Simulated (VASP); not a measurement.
Wanted: the native input for a VASP 6.6.1 run.

```yaml
Task: single point
Functional: PBE
Potentials_or_basis: VASP PAW PBE potentials, release 64 (Ga_d, As)
Cutoff: 520 eV
k_mesh: 12 × 12 × 12
Occupations: gaussian, width 0.1 eV
Spin: non-collinear spin, zero start, spin-orbit coupling
Starting_moments: "[[0.0, 0.0, 0.0], [0.0, 0.0, 0.0]] μB"
Dipole_correction: no
Further_INCAR_settings: ALGO = Fast; EDIFF = 1e-06; NBANDS = 30
```

The structure of GaAs lies in POSCAR:

```
GaAs
1.0
    0.0000000000      2.8728894542      2.8728894542
    2.8728894542      0.0000000000      2.8728894542
    2.8728894542      2.8728894542      0.0000000000
Ga As
1 1
Direct
    0.0000000000      0.0000000000      0.0000000000
    0.7500000000      0.7500000000      0.7500000000
```

The cell is a database's computed one.

One way to write it, as run:

INCAR

```
SYSTEM = GaAs
PREC     = Accurate       ! precision mode
ENCUT    = 520            ! plane-wave cutoff, eV
EDIFF    = 1E-6           ! SCF threshold, eV
ISMEAR   = 0              ! smearing method
SIGMA    = 0.1            ! smearing width, eV
LREAL    = .FALSE.        ! projectors in reciprocal space
LASPH    = .TRUE.         ! aspherical terms in the spheres
NELM     = 150            ! most SCF steps
ALGO     = Fast           ! electronic algorithm
ISIF     = 2              ! what is computed and relaxed
LWAVE    = .FALSE.        ! write WAVECAR
LCHARG   = .TRUE.         ! write CHGCAR
LNONCOLLINEAR= .TRUE.         ! non-collinear magnetism
MAGMOM   = 0 0 0 0 0 0    ! initial moments
LORBIT   = 11             ! projections on sites
LSORBIT  = .TRUE.         ! spin-orbit coupling
GGA_COMPAT= .FALSE.      
LORBMOM  = .TRUE.       
GGA      = PE             ! functional
LVHAR    = .TRUE.       
NBANDS   = 30             ! bands
```

KPOINTS

```
Automatic mesh
0
G
  12 12 12
  0 0 0
```

Potentials or basis: VASP PAW PBE potentials, release 64 (Ga_d, As).

Launch:

```bash
$ cat potpaw_PBE.64/Ga_d/POTCAR potpaw_PBE.64/As/POTCAR > POTCAR
$ mpirun -np 1 vasp_ncl > vasp.out
```

It gave:

```json
{"Pressure": "0.1 GPa", "Net moment": "0.00 μB per cell", "Valence electrons inside the program's atomic spheres": "Ga 11.62; As 2.81"}
```

It took 5 min on 1 thread of Intel(R) Xeon(R) Platinum 8488C (Sapphire Rapids), with other jobs on the host, peak memory 0.43 GiB.
